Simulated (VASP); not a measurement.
# OInCl2H in VASP: a series of runs

One molecule, OInCl2H, is run at these levels: PBE, BLYP+D4, PBE+TS; tasks: electron localisation function, single point.

All numbers are computed with VASP 6.6.1; they aren't measurements. Logs are shortened: lines on timing, memory, paths and dates and some standing lists are left out, and cuts for length are marked.

## Step 1: The structure

The cell holds a molecule in a box, 5 atoms: a = 13.000 Å, b = 13.000 Å, c = 12.000 Å, α = 90.00°, β = 90.00°, γ = 90.00°.

## Step 2: Electron localisation function, PBE

The input, INCAR:

```
PREC     = Accurate       # precision mode
ENCUT    = 520            # plane-wave cutoff, eV
EDIFF    = 1E-7           # SCF threshold, eV
ISMEAR   = 0              # smearing method
SIGMA    = 0.01           # smearing width, eV
LREAL    = False          # projectors in reciprocal space
LASPH    = True           # aspherical terms in the spheres
NELM     = 80             # most SCF steps
ALGO     = Normal         # electronic algorithm
ISIF     = 2              # what is computed and relaxed
LWAVE    = False          # write WAVECAR
LCHARG   = True           # write CHGCAR
GGA      = PE             # functional
LELF     = True           # ELF
```

The input, KPOINTS:

```
regular mesh
0
Gamma
  1 1 1
```

The input, POSCAR:

```
InHCl2O
1.0
   13.0000000000      0.0000000000      0.0000000000
    0.0000000000     13.0000000000      0.0000000000
    0.0000000000      0.0000000000     12.0000000000
O In Cl H
1 1 2 1
Direct
    0.4687846200      0.6112615400      0.4976791700
    0.4887769200      0.4617923100      0.5007125000
    0.6280461500      0.3935076900      0.5941041700
    0.3739538500      0.3565076900      0.4115625000
    0.5219692300      0.6467230800      0.5380458300
```

Potentials or basis: VASP PAW PBE potentials, release 64 (O, In_d, Cl, H).

On the command line:

```bash
cat potpaw_PBE.64/O/POTCAR potpaw_PBE.64/In_d/POTCAR potpaw_PBE.64/Cl/POTCAR potpaw_PBE.64/H/POTCAR > POTCAR
mpirun -np 1 vasp_gam > vasp.out
```

OUTCAR:

```text
PREC = Accurate
   ENCUT = 520
   EDIFF = 1E-7
   ISMEAR = 0
   LREAL = False
   LASPH = True
   NELM = 80
   ISIF = 2
   GGA = PE

 ion  position               nearest neighbor table
   1  0.469  0.611  0.498-   5 0.96   2 1.96
   2  0.489  0.462  0.501-   1 1.96   4 2.29   3 2.31
   3  0.628  0.394  0.594-   2 2.31
   4  0.374  0.357  0.412-   2 2.29
   5  0.522  0.647  0.538-   1 0.96

  LATTYP: Found a simple tetragonal cell.
 ALAT       =    13.0000000000
 C/A-ratio  =     0.9230769231

  Lattice vectors:

 A1 = (  13.0000000000,   0.0000000000,   0.0000000000)
 A2 = (   0.0000000000,  13.0000000000,   0.0000000000)
 A3 = (   0.0000000000,   0.0000000000,  12.0000000000)

Analysis of symmetry for initial positions (statically):
=====================================================================
 Subroutine PRICEL returns:
 Original cell was already a primitive cell.

 Routine SETGRP: Setting up the symmetry group for a
 simple tetragonal supercell.

 Subroutine GETGRP returns: Found  1 space group operations
 (whereof  1 operations were pure point group operations)
 out of a pool of 16 trial point group operations.

The static configuration has the point symmetry C_1 .

Analysis of symmetry for dynamics (positions and initial velocities):
=====================================================================
 Subroutine PRICEL returns:
 Original cell was already a primitive cell.

 Routine SETGRP: Setting up the symmetry group for a
 simple tetragonal supercell.

 Subroutine GETGRP returns: Found  1 space group operations
 (whereof  1 operations were pure point group operations)
 out of a pool of 16 trial point group operations.

The dynamic configuration has the point symmetry C_1 .

 Subroutine INISYM returns: Found  1 space group operations
 (whereof  1 operations are pure point group operations),
 and found     1 'primitive' translations

----------------------------------------------------------------------------------------

                                     Primitive cell

  volume of cell :    2028.0000

  direct lattice vectors                    reciprocal lattice vectors
    13.000000000  0.000000000  0.000000000     0.076923077  0.000000000  0.000000000
     0.000000000 13.000000000  0.000000000     0.000000000  0.076923077  0.000000000
     0.000000000  0.000000000 12.000000000     0.000000000  0.000000000  0.083333333

  length of vectors
    13.000000000 13.000000000 12.000000000     0.076923077  0.076923077  0.083333333

  position of ions in fractional coordinates (direct lattice)
     0.468784620  0.611261540  0.497679170
     0.488776920  0.461792310  0.500712500
     0.628046150  0.393507690  0.594104170
     0.373953850  0.356507690  0.411562500
     0.521969230  0.646723080  0.538045830

  ion indices of the primitive-cell ions
   primitive index   ion index
                 1           1
                 2           2
                 3           3
                 4           4
                 5           5

----------------------------------------------------------------------------------------

 KPOINTS: regular mesh

Automatic generation of k-mesh.
 Grid dimensions read from file:
 generate k-points for:    1    1    1

 Generating k-lattice:

  Cartesian coordinates                     Fractional coordinates (reciprocal lattice)
     0.076923077  0.000000000  0.000000000     1.000000000  0.000000000  0.000000000
     0.000000000  0.076923077  0.000000000     0.000000000  1.000000000  0.000000000
     0.000000000  0.000000000  0.083333333     0.000000000  0.000000000  1.000000000

  Length of vectors
     0.076923077  0.076923077  0.083333333

  Shift w.r.t. Gamma in fractional coordinates (k-lattice)
     0.000000000  0.000000000  0.000000000

 Subroutine IBZKPT returns following result:
 ===========================================

 Found      1 irreducible k-points:

 Following reciprocal coordinates:
            Coordinates               Weight
  0.000000  0.000000  0.000000      1.000000
   k-points           NKPTS =      1   k-points in BZ     NKDIM =      1   number of bands    NBANDS=     21
   number of dos      NEDOS =    301   number of ions     NIONS =      5
   total plane-waves  NPLWV = 864360
   dimension x,y,z NGX =    98 NGY =   98 NGZ =   90
   dimension x,y,z NGXF=   196 NGYF=  196 NGZF=  180
   ions per type =               1   1   2   1
   NGX,Y,Z   is equivalent  to a cutoff of  12.53, 12.53, 12.47 a.u.
   NGXF,Y,Z  is equivalent  to a cutoff of  25.06, 25.06, 24.94 a.u.
 SYSTEM =  unknown system
   PREC   = accura    normal or accurate (medium, high low for compatibility)
   ISTART =      0    job   : 0-new  1-cont  2-samecut
   ICHARG =      2    charge: 1-file 2-atom 10-const
   ISPIN  =      1    spin polarized calculation?
   LNONCOLLINEAR =      F non collinear calculations
   LSORBIT =      F    spin-orbit coupling
   LASPH  =      T    aspherical Exc in radial PAW
   ENCUT  =  520.0 eV  38.22 Ry    6.18 a.u.  24.17 24.17 22.31*2*pi/ulx,y,z
   NELM   =     80;   NELMIN=  2; NELMDL= -5     # of ELM steps
   EDIFF  = 0.1E-06   stopping-criterion for ELM
   LREAL  =      F    real-space projection
   EDIFFG = 0.1E-05   stopping-criterion for IOM
   NSW    =      0    number of steps for IOM
   IBRION =     -1    ionic relax: 0-MD 1-quasi-New 2-CG
   NFREE  =      0    steps in history (QN), initial steepest desc. (CG)
   ISIF   =      2    stress and relaxation
   ISYM   =      2    0-nonsym 1-usesym 2-fastsym
   POTIM  = 0.5000    time-step for ionic-motion
   TEBEG  =    0.0;   TEEND  =   0.0 temperature during run
   PSTRESS=    0.0 pullay stress
   NELECT =      34.0000    total number of electrons
   NUPDOWN=      -1.0000    fix difference up-down
   EMIN   =  10.00;   EMAX   =-10.00  energy-range for DOS
   EFERMI =   0.00;   METHOD = LEGACY
   ISMEAR =     0;   SIGMA  =   0.01  broadening in eV -4-tet -1-fermi 0-gaus
   EFERMI_NEDOS =   21; number of points for ismear=-14 and -15
   IALGO  =     38    algorithm
   IMIX   =      4    mixing-type and parameters
     AMIX     =   0.40;   BMIX     =  1.00
     AMIX_MAG =   1.60;   BMIX_MAG =  1.00
  volume/ion in A,a.u.               =     405.60      2737.12
  Fermi-wavevector in a.u.,A,eV,Ry     =   0.418998  0.791791  2.388628  0.175559
  Thomas-Fermi vector in A             =   1.380257
   LORBIT       =      0    0 simple, 1 ext, 2 COOP (PROOUT), +10 PAW based schemes
   GGA     = PE    functional components
   LHFCALC =     F    Hartree Fock is set to
   AEXX    =    0.0000 exact exchange contribution
   IVDW    =     0    specifies the selected vdW correction
   LEPSILON=     F    determine dielectric tensor
   LRPA    =     F    only Hartree local field effects (RPA)
 non-spin polarized calculation
 Gauss-broadening in eV      SIGMA  =   0.01
  energy-cutoff  :      520.00
  volume of cell :     2028.00
 maximum number of plane-waves:     27285
 NGX is ok and might be reduce to    98
   NGX = 49   NGY = 49   NGZ = 45

 number of electron      33.9999997 magnetization

 Free energy of the ion-electron system (eV)
  ---------------------------------------------------
  ext. energy  EPLUGINS =         0.00000000
  ---------------------------------------------------
  free energy    TOTEN  =       -18.88698027 eV

  energy without entropy =      -18.88698027  energy(sigma->0) =      -18.88698027

 E-fermi :  -7.2297     XC(G=0):  -0.8333

 val. band max:       -7.3019732974   @ k =   0.0000   0.0000   0.0000
 cond. band min:      -3.1101210752   @ k =   0.0000   0.0000   0.0000
 fundamental gap:      4.1918522222
 Fermi energy:        -7.2296943855

 k-point     1 :       0.0000    0.0000    0.0000
  band No.  band energies     occupation
      1     -24.5432      2.00000
      2     -20.9013      2.00000
      3     -20.7913      2.00000
      4     -19.8929      2.00000
      5     -19.8203      2.00000
      6     -19.6538      2.00000
[... 13 lines left out ...]
     20      -0.3070      0.00000
     21       0.0994      0.00000

------------------------ aborting loop because EDIFF is reached ----------------------------------------

  FORCE on cell =-STRESS in cart. coord.  units (eV):
  Direction    XX          YY          ZZ          XY          YZ          ZX
  --------------------------------------------------------------------------------------
  -------------------------------------------------------------------------------------
  Total        1.0776346      1.6340922      0.4335086      0.0722937      0.1645583      0.7625213
  in kB        0.8513618      1.2909790      0.3424840      0.0571140      0.1300057      0.6024134
  external PRESSURE =       0.8282750 kB  Pullay stress =       0.0000000 kB

 VOLUME and BASIS-vectors are now :
 -----------------------------------------------------------------------------
  energy-cutoff  :      520.00
  volume of cell :     2028.00
      direct lattice vectors                 reciprocal lattice vectors
    13.000000000  0.000000000  0.000000000     0.076923077  0.000000000  0.000000000
     0.000000000 13.000000000  0.000000000     0.000000000  0.076923077  0.000000000
     0.000000000  0.000000000 12.000000000     0.000000000  0.000000000  0.083333333

 POSITION                                       TOTAL-FORCE (eV/Angst)
 -----------------------------------------------------------------------------------
      6.09420      7.94640      5.97215        -0.549796      0.309931     -0.337918
      6.35410      6.00330      6.00855         0.047492     -0.282575      0.011099
      8.16460      5.11560      7.12925         0.271829     -0.142170      0.168920
      4.86140      4.63460      4.93875        -0.218460     -0.187149     -0.156202
      6.78560      8.40740      6.45655         0.448934      0.301963      0.314101
 -----------------------------------------------------------------------------------
    total drift:                                0.000805     -0.000521     -0.001026

  FREE ENERGIE OF THE ION-ELECTRON SYSTEM (eV)
  ---------------------------------------------------
  free  energy   TOTEN  =       -18.8869802728 eV

  energy  without entropy=      -18.8869802728  energy(sigma->0) =      -18.88698027
```

Wall time 3.9 min (1 thread of Intel Xeon Platinum 8375C at 2.90GHz (Ice Lake), shared host); peak memory 1.5 GiB.

Results:

* Free energy: -18.8870 eV
* Largest force: 0.716 eV/Å
* Gap between the frontier levels: 4.19 eV

Forces on the atoms (eV/Å):
```
O   -0.550  0.310 -0.338
In   0.047 -0.283  0.011
Cl   0.272 -0.142  0.169
Cl  -0.218 -0.187 -0.156
H    0.449  0.302  0.314
```

Caveat: spin-orbit coupling is left out, which moves the levels of the heavy elements. PBE gaps usually lie below the measured ones, often by a third to a half.

## Step 3: Single point, BLYP+D4

The input, INCAR:

```
PREC = Accurate
ENCUT = 900
EDIFF = 1E-7
ISMEAR = 0
SIGMA = 0.01
LREAL = False
LASPH = True
NELM = 100
ALGO = Normal
ISIF = 2
LWAVE = False
LCHARG = False
GGA = B5
ALDAX = 1.0
AGGAX = 1.0
AGGAC = 1.0
ALDAC = 0.0
IVDW = 13
VDW_S6 = 1.0
VDW_S8 = 2.34076671
VDW_A1 = 0.44488865
VDW_A2 = 4.0933009
NBANDS = 25
```

The input, KPOINTS:

```
Automatic mesh
0
Gamma
  1 1 1
```

The input, POSCAR:

```
InHCl2O
1.0
   13.0000000000      0.0000000000      0.0000000000
    0.0000000000     13.0000000000      0.0000000000
    0.0000000000      0.0000000000     12.0000000000
O In Cl H
1 1 2 1
Cartesian
    6.0942000600      7.9464000200      5.9721500400
    6.3540999600      6.0033000300      6.0085500000
    8.1645999500      5.1155999700      7.1292500400
    4.8614000500      4.6345999700      4.9387500000
    6.7855999900      8.4074000400      6.4565499600
```

Potentials or basis: VASP PAW PBE potentials, release 64 (O_h, In_d, Cl_h, H_h).

On the command line:

```bash
cat potpaw_PBE.64/O_h/POTCAR potpaw_PBE.64/In_d/POTCAR potpaw_PBE.64/Cl_h/POTCAR potpaw_PBE.64/H_h/POTCAR > POTCAR
mpirun -np 1 vasp_gam > vasp.out
```

OUTCAR:

```text
PREC = Accurate
   ENCUT = 900
   EDIFF = 1E-7
   ISMEAR = 0
   LREAL = False
   LASPH = True
   NELM = 100
   ISIF = 2
   GGA = B5
   IVDW = 13

 ion  position               nearest neighbor table
   1  0.469  0.611  0.498-   5 0.96   2 1.96
   2  0.489  0.462  0.501-   1 1.96   4 2.29   3 2.31
   3  0.628  0.394  0.594-   2 2.31
   4  0.374  0.357  0.412-   2 2.29
   5  0.522  0.647  0.538-   1 0.96

  LATTYP: Found a simple tetragonal cell.
 ALAT       =    13.0000000000
 C/A-ratio  =     0.9230769231

  Lattice vectors:

 A1 = (  13.0000000000,   0.0000000000,   0.0000000000)
 A2 = (   0.0000000000,  13.0000000000,   0.0000000000)
 A3 = (   0.0000000000,   0.0000000000,  12.0000000000)

Analysis of symmetry for initial positions (statically):
=====================================================================
 Subroutine PRICEL returns:
 Original cell was already a primitive cell.

 Routine SETGRP: Setting up the symmetry group for a
 simple tetragonal supercell.

[... 147 lines left out ...]

  energy without entropy =      -17.87270440  energy(sigma->0) =      -17.87270440

 E-fermi :  -7.1152     XC(G=0):  -0.7657

 val. band max:       -7.1811060455   @ k =   0.0000   0.0000   0.0000
 cond. band min:      -3.0564396782   @ k =   0.0000   0.0000   0.0000
 fundamental gap:      4.1246663673
 Fermi energy:        -7.1151791897

 k-point     1 :       0.0000    0.0000    0.0000
  band No.  band energies     occupation
      1     -24.2954      2.00000
      2     -20.7006      2.00000
      3     -20.5934      2.00000
      4     -19.7071      2.00000
      5     -19.6324      2.00000
      6     -19.4684      2.00000
[... 17 lines left out ...]
     24       0.9881      0.00000
     25       1.0847      0.00000

------------------------ aborting loop because EDIFF is reached ----------------------------------------

  DFT-D4 for vdW energy calculation

  Edisp (eV):   -0.25627

  FORCE on cell =-STRESS in cart. coord.  units (eV):
  Direction    XX          YY          ZZ          XY          YZ          ZX
  --------------------------------------------------------------------------------------
  -------------------------------------------------------------------------------------
  Total       1.82249     2.66354     0.74051     0.06306     0.23308     1.28319
  in kB       1.43982     2.10427     0.58502     0.04982     0.18414     1.01375
  external pressure =        1.38 kB  Pullay stress =        0.00 kB

 VOLUME and BASIS-vectors are now :
 -----------------------------------------------------------------------------
  energy-cutoff  :      900.00
  volume of cell :     2028.00
      direct lattice vectors                 reciprocal lattice vectors
    13.000000000  0.000000000  0.000000000     0.076923077  0.000000000  0.000000000
     0.000000000 13.000000000  0.000000000     0.000000000  0.076923077  0.000000000
     0.000000000  0.000000000 12.000000000     0.000000000  0.000000000  0.083333333

 POSITION                                       TOTAL-FORCE (eV/Angst)
 -----------------------------------------------------------------------------------
      6.09420      7.94640      5.97215        -0.517162      0.644293     -0.294670
      6.35410      6.00330      6.00855         0.041390     -0.284635      0.008440
      8.16460      5.11560      7.12925         0.540184     -0.274439      0.335172
      4.86140      4.63460      4.93875        -0.451256     -0.396469     -0.322928
      6.78560      8.40740      6.45655         0.386844      0.311250      0.273986
 -----------------------------------------------------------------------------------
    total drift:                               -0.001129     -0.000217     -0.000658

  FREE ENERGIE OF THE ION-ELECTRON SYSTEM (eV)
  ---------------------------------------------------
  free  energy   TOTEN  =       -18.1289729648 eV

  energy  without entropy=      -18.1289729648  energy(sigma->0) =      -18.12897296
```

Wall time 27 min (1 thread of Intel Xeon Platinum 8375C at 2.90GHz (Ice Lake), shared host); peak memory 3 GiB.

Results:

```yaml
Free_energy: -18.1290 eV
Largest_force: 0.877 eV/Å
Gap_between_the_frontier_levels: 4.12 eV
Dispersion_energy_per_atom: -0.051 eV
```

Forces on the atoms (eV/Å):
```
O   -0.517  0.644 -0.295
In   0.041 -0.285  0.008
Cl   0.540 -0.274  0.335
Cl  -0.451 -0.396 -0.323
H    0.387  0.311  0.274
```

Levels at points of the mesh, in eV from the valence-band top:
```
           k point  band 14  band 15  band 16  band 17  band 18  band 19  band 20  band 21
(0.00, 0.00, 0.00)    -0.27    -0.17    -0.11     0.00     4.12     5.47     6.94     7.37
```

Caveat: the cutoff is under 1.25 times the usual one of these potentials, so pressure, stress and relaxed cells hold a basis-set (Pulay) error; the PAW data sets were made with another functional, which shifts forces and pressure a little; spin-orbit coupling is left out, which moves the levels of the heavy elements. As with any semilocal functional, this BLYP gap is likely too small.

## Step 4: Single point, PBE+TS

The input, INCAR:

```
PREC = Accurate ; ENCUT = 520
EDIFF = 1E-7 ; ISMEAR = 0
SIGMA = 0.01 ; LREAL = False
LASPH = True ; NELM = 60
ALGO = Normal ; ISIF = 2
LWAVE = False ; LCHARG = False
GGA = PE ; IVDW = 2
NBANDS = 25
```

The input, KPOINTS:

```
regular mesh
0
Gamma
  1 1 1
```

POSCAR is that of step 3.

Potentials or basis: VASP PAW PBE potentials, release 64 (O, In_d, Cl, H).

On the command line:

```bash
cat potpaw_PBE.64/O/POTCAR potpaw_PBE.64/In_d/POTCAR potpaw_PBE.64/Cl/POTCAR potpaw_PBE.64/H/POTCAR > POTCAR
mpirun -np 1 vasp_gam > vasp.out
```

Run time: 4.8 min. Hardware: 1 thread of Intel Xeon Platinum 8375C at 2.90GHz (Ice Lake), shared host; peak memory 1.5 GiB.

It converged, with:

```yaml
Free_energy: -18.9206 eV
Largest_force: 0.711 eV/Å
Gap_between_the_frontier_levels: 4.19 eV
Hirshfeld_charges: O -0.34; In +0.61; Cl -0.21, -0.19; H +0.13 e
Dispersion_energy_per_atom: -0.007 eV
```

Forces in eV/Å, atoms in the order of the input:
```
O   -0.549  0.301 -0.338
In   0.047 -0.285  0.011
Cl   0.261 -0.135  0.162
Cl  -0.210 -0.181 -0.150
H    0.451  0.299  0.315
```

Levels at points of the mesh, in eV from the valence-band top:
```tsv
k point	band 15	band 16	band 17	band 18	band 19	band 20
(0.00, 0.00, 0.00)	-0.23	-0.16	0.00	4.19	5.55	6.99
```

Caveat: spin-orbit coupling is left out, which moves the levels of the heavy elements.

## Step 5: Overview

```tsv
task	level	potentials or basis	cutoff (eV)	gap on the mesh (eV)	largest force (eV/Å)
electron localisation function	PBE	VASP PAW PBE potentials, release 64 (O, In_d, Cl, H)	520	4.19	0.72
single point	BLYP+D4	VASP PAW PBE potentials, release 64 (O_h, In_d, Cl_h, H_h)	900	4.12	0.88
single point	PBE+TS	VASP PAW PBE potentials, release 64 (O, In_d, Cl, H)	520	4.19	0.71
```

Alike in all rows: no spin polarisation; cell as given; k mesh 1 × 1 × 1; smearing gaussian 0.01 eV.

Caveats: spin-orbit coupling is left out, which moves the levels of the heavy elements; the cutoff is under 1.25 times the usual one of these potentials, so pressure, stress and relaxed cells hold a basis-set (Pulay) error (some runs); the PAW data sets were made with another functional, which shifts forces and pressure a little (some runs).

Total energies depend on the potentials used, so only differences within one code and one set of settings carry meaning.
